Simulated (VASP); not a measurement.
Here is the system:

```
CdSe
1.0
    2.16846    -3.75588     0.00000
    2.16846     3.75588     0.00000
    0.00000     0.00000     7.06649
Cd Se
2 2
Direct
  0.66667   0.33333   0.47171
  0.33333   0.66667   0.00001
  0.66667   0.33333   0.87599
  0.33333   0.66667   0.37599
```

Computed with r2SCAN meta-GGA, VASP's PBE PAW potentials (set 64) (plane waves; VASP). Run with 480 eV cut-off, 6×6×4 Γ-centred mesh, Gaussian smearing of 0.050 eV, potentials Cd Se.

**Question.** Give the force on each atom (eV/Å).

**Answer.** 
```
atom     Fx     Fy      Fz
----  -----  -----  ------
Cd1   0.000  0.000   0.822
Cd2   0.000  0.000  -0.270
Se3   0.000  0.000  -0.400
Se4   0.000  0.000  -0.152
```

**Question.** Give the stress tensor in GPa (positive for a compressed cell).

**Answer.** 
```
 1.45   0.00   0.00
 0.00   1.45   0.00
 0.00   0.00  -0.76
```
The pressure is its mean diagonal, 0.72 GPa.

The compound is CdSe in the wurtzite structure. This cell was strained or had an atom moved on purpose.
